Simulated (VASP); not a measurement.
Computed with HSE06 screened hybrid, VASP's PBE PAW potentials (set 64) (plane waves; VASP 6.6.1).

A VASP calculation is set up with these files.

**KPOINTS**
```
Automatic mesh
0
Gamma
8 8 8
0 0 0
```

### POSCAR
```
NaF
1.0
  0.0000000000   2.2734437899   2.2734437899
  2.2734437899   0.0000000000   2.2734437899
  2.2734437899   2.2734437899   0.0000000000
Na F
1 1
Cart
  0.0000000000   0.0000000000   0.0000000000
  2.2734437899   2.2734437899   2.2734437899
```

### INCAR
```
SYSTEM = NaF
PREC = Accurate
ENCUT = 520
EDIFF = 1E-6
NELM = 60
ALGO = Normal
LREAL = .FALSE.
LASPH = .TRUE.
ISMEAR = 0
SIGMA = 0.05
GGA = PE
HFSCREEN = 0.2
AEXX = 0.25
LHFCALC = .TRUE.
PRECFOCK = Fast
ISYM = 3
LWAVE = .FALSE.
LCHARG = .FALSE.
ISIF = 2
```

POTCAR, in this order: Na_pv F (PBE.64 set). Program: vasp_std. Read from the step before: WAVECAR.

Output

**OSZICAR**
```
       N       E                     dE             d eps       ncg     rms          rms(c)
DAV:   1    -0.103144903406E+02   -0.10314E+02   -0.27523E-01   638   0.583E+00    0.380E-01
DAV:   2    -0.103130921738E+02    0.13982E-02   -0.87904E-03   647   0.154E+00    0.204E-01
DAV:   3    -0.103124592144E+02    0.63296E-03   -0.29640E-03   734   0.637E-01    0.145E-01
DAV:   4    -0.103123535713E+02    0.10564E-03   -0.13100E-04   731   0.232E-01    0.889E-02
DAV:   5    -0.103123006175E+02    0.52954E-04   -0.50355E-05   671   0.132E-01    0.461E-02
DAV:   6    -0.103122880006E+02    0.12617E-04   -0.86238E-06   656   0.508E-02    0.257E-02
DAV:   7    -0.103122840923E+02    0.39082E-05   -0.24262E-06   665   0.354E-02    0.154E-02
DAV:   8    -0.103122832405E+02    0.85183E-06   -0.11642E-06   656   0.222E-02
   1 F= -.10312283E+02 E0= -.10312283E+02  d E =-.751526E-15
```

File OUTCAR:
```
------------------------ aborting loop because EDIFF is reached ----------------------------------------
  FORCE on cell =-STRESS in cart. coord.  units (eV):
  Direction    XX          YY          ZZ          XY          YZ          ZX
  --------------------------------------------------------------------------------------
  Total        0.5199292      0.5199292      0.5199292      0.0000000      0.0000000      0.0000000
  in kB       35.4463994     35.4463994     35.4463994      0.0000000      0.0000000      0.0000000
  external PRESSURE =      35.4463994 kB  Pullay stress =       0.0000000 kB
  volume of cell :       23.50
      direct lattice vectors                 reciprocal lattice vectors
     0.000000000  2.273443790  2.273443790    -0.219930663  0.219930663  0.219930663
     2.273443790  0.000000000  2.273443790     0.219930663 -0.219930663  0.219930663
     2.273443790  2.273443790  0.000000000     0.219930663  0.219930663 -0.219930663
  FREE ENERGIE OF THE ION-ELECTRON SYSTEM (eV)
  ---------------------------------------------------
  free  energy   TOTEN  =       -10.3122832405 eV

  energy  without entropy=      -10.3122832405  energy(sigma->0) =      -10.31228324

  exchange ACFDT corr.  =         0.00000000  see jH, gK, PRB 81, 115126
```
(Selected blocks of OUTCAR.)

The compound is NaF in the rock salt structure. This cell is one point of a volume scan, at 0.91 of the reference volume. The cell's shape comes from a PBE relaxation.
